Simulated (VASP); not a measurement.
All values below come from SCAN meta-GGA, VASP's PBE PAW potentials (set 64) (plane waves; VASP). For the first row: Numerical set-up: 520 eV cut-off, 6×6×6 Γ-centred mesh, Gaussian smearing of 0.050 eV, potentials K_sv Mg F.

```
system                         energy (eV/atom)
-----------------------------  ----------------
KMgF$_{3}$ (cubic perovskite)           -8.3531
K atom                                  -7.4819
Mg atom                                 -3.2512
F atom                                  -2.6662
```

Atoms are spin-polarised in a large box without symmetry, with the spin fixed by Hund's rule, and may not be in the lowest state of each functional; no zero-point energy is added.

Q: What is the cohesive energy per atom of KMgF3?

A: The references average (1×(-7.4819) + 1×(-3.2512) + 3×(-2.6662))/5 = -3.7463 eV, so the cohesive energy is -3.7463 − (-8.3531) = 4.607 eV/atom.
